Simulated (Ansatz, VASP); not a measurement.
## Ni2N: VASP beside Ansatz

The input INCAR:

```
PREC = Accurate ; ENCUT = 600
EDIFF = 1E-6 ; ISMEAR = 0
SIGMA = 0.1 ; LREAL = False
LASPH = True ; NELM = 80
ALGO = Normal ; ISIF = 3
LWAVE = False ; LCHARG = False
GGA = PE ; IBRION = 2
NSW = 90 ; EDIFFG = -0.04
```

File KPOINTS:

```
Automatic mesh
0
Gamma
  6 6 6
```

File POSCAR:

```
Ni2N
1.0
    0.0000000000      2.9902099065      2.9902099065
    2.9902099065      0.0000000000      2.9902099065
    2.9902099065      2.9902099065      0.0000000000
Ni N
4 2
Direct
    0.6250000000      0.6250000000      0.6250000000
    0.1250000000      0.6250000000      0.6250000000
    0.6250000000      0.6250000000      0.1250000000
    0.6250000000      0.1250000000      0.6250000000
    0.0000000000      0.0000000000      0.0000000000
    0.2500000000      0.2500000000      0.2500000000
```

Input for Ansatz:

```yaml
crystal:
  lattice:
    - [0.0, 2.9902099065, 2.9902099065]
    - [2.9902099065, 0.0, 2.9902099065]
    - [2.9902099065, 2.9902099065, 0.0]
  atoms:
    - { symbol: Ni, position: [0.625, 0.625, 0.625] }
    - { symbol: Ni, position: [0.125, 0.625, 0.625] }
    - { symbol: Ni, position: [0.625, 0.625, 0.125] }
    - { symbol: Ni, position: [0.625, 0.125, 0.625] }
    - { symbol: "N", position: [0.0, 0.0, 0.0] }
    - { symbol: "N", position: [0.25, 0.25, 0.25] }
basis:
  ecutwfc: 420
kpoints:
  mp_grid: { grid: [6, 6, 6] }
hamiltonian:
  xc: pbe
scf:
  occupations: { method: gaussian, width: 0.1 }
  lower_state_search: "off"
output:
  forces: true
  stress: true
  eigenvalues: true
relax:
  adjacent_minimum: "off"
  f_tol: 0.04
  max_steps: 70
  cell: { stress_tol: 0.4 }
```

Alike in both runs: task relaxation of cell and atoms; functional PBE; k mesh 6 × 6 × 6; occupations gaussian, width 0.1 eV; no spin polarisation.

|  | VASP | Ansatz |
| --- | --- | --- |
| version | VASP 6.6.1 | Ansatz 0.2.0 |
| potentials or method | VASP PAW PBE potentials, release 64 (Ni, N) | scalar-relativistic, plane waves, PAW |
| plane-wave cutoff (eV) | 600 | 420 |
| valence electrons in the cell | 50 | 82 |

```tsv
	VASP	Ansatz	Ansatz less VASP
gap on the k mesh at the Fermi level, each at its own relaxed structure (eV)	none	none	-
relaxed volume (Å³/atom)	10.99	11.00	+0.010
relaxed cell length with the largest relative difference (Å)	4.535	4.536	+0.0014
energy change over the relaxation (meV/atom)	-284	-290	-6.2
```

A gap of «none» marks a metal or a gap that the smearing closes. The two sets of potentials don't hold the same shells in valence.

Caveats: the volume moved by over 15 % at a fixed basis, so the end points are rough (VASP); the run has no spin polarisation, though such a crystal can be magnetic. Spin polarisation is off, so any magnetic state and its effect on volume and gap are missing.
